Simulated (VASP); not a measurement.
VASP runs on CdSe (space group F-43m) share one base input (PBE GGA, plane waves, VASP's PBE PAW potentials (set 64)) and change the settings named in each case.

**POSCAR**
```
CdSe
1
    0.0000000000     3.0250000000     3.0250000000
    3.0250000000     0.0000000000     3.0250000000
    3.0250000000     3.0250000000     0.0000000000
Cd Se
1 1
Direct
  0.0000000000   0.0000000000   0.0000000000
  0.2500000000   0.2500000000   0.2500000000
```

INCAR:
```
ALGO  =  Normal
EDIFF  =  1E-6
ENCUT  =  300
GGA  =  PE
ISIF  =  2
ISMEAR  =  -1
LASPH  =  T
LCHARG  =  F
LMAXMIX  =  4
LREAL  =  F
LWAVE  =  F
NELM  =  100
PREC  =  Accurate
SIGMA  =  0.05
SYSTEM  =  CdSe
```

File KPOINTS:
```
Automatic mesh
0
Gamma
9 9 9
0 0 0
```

POTCAR, in this order: Cd Se (PBE.64 set). Program: vasp_std.

```
change                                                                                                              E(σ→0) (eV/atom)  pressure (GPa)
------------------------------------------------------------------------------------------------------------------  ----------------  --------------
base run                                                                                                                     -2.7215            4.12
GGA = PS                                                                                                                     -3.0857            1.19
GGA_COMPAT = .FALSE., LNONCOLLINEAR = .TRUE., LSORBIT = .TRUE., MAGMOM = 0.0 0.0 0.0 0.0 0.0 0.0, program vasp_ncl           -2.7455            4.07
KPOINTS 4×4×4 Γ-centred mesh                                                                                                 -2.6961            4.33
```
 Energies of different potentials or functionals have different zeros.  At 300 eV the pressure can carry a Pulay error.

Left out are runs that ran out of time, are held back, or changed the cell or the kind of run, fixed moments of cells without a moment, rows past the twelfth, gaps on odd meshes, pressures of charged cells and columns that move by less than the noise.

The structure is a typed CdSe crystal (F-43m). The cell was not relaxed at this level.
